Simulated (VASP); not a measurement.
PbSe (space group Fm-3m): the measured cell of entry 9011360 of the Crystallography Open Database is

```cif
data_PbSe
_chemical_formula_sum 'Pb1 Se1'
_space_group_name_H-M_alt 'P 1'
_space_group_IT_number 1
_cell_length_a 4.32841
_cell_length_b 4.32841
_cell_length_c 4.32841
_cell_angle_alpha 60.000
_cell_angle_beta 60.000
_cell_angle_gamma 60.000
loop_
_space_group_symop_operation_xyz
  'x, y, z'
loop_
_atom_site_label
_atom_site_type_symbol
_atom_site_fract_x
_atom_site_fract_y
_atom_site_fract_z
_atom_site_occupancy
Pb1 Pb 0.00000 0.00000 0.00000 1
Se1 Se 0.50000 0.50000 0.50000 1
```

Level of theory: PBEsol GGA, VASP's PBE PAW potentials (set 64) (plane waves; VASP 6.6.1). Numerical set-up: 400 eV cut-off, 8×8×8 Γ-centred mesh, tetrahedra with Blöchl corrections, potentials Pb_d Se.

The calculation is for a static lattice at zero pressure; the measurement, at 298 K, holds thermal and zero-point expansion. The entry's conditions were not checked, so it may have been measured under pressure.

**Question.** How far does the relaxed conventional cell lie from the measured one?

**Answer.** 
```csv
,measured,computed,difference
a (Å),6.121,6.100,-0.4 %
V (Å³/atom),28.67,28.37,-1.0 %
```

The structure comes from a measured PbSe entry (Fm-3m) of the Crystallography Open Database, whose conditions weren't checked. It was relaxed first. Symmetry was kept, so distortions that lower it aren't found.
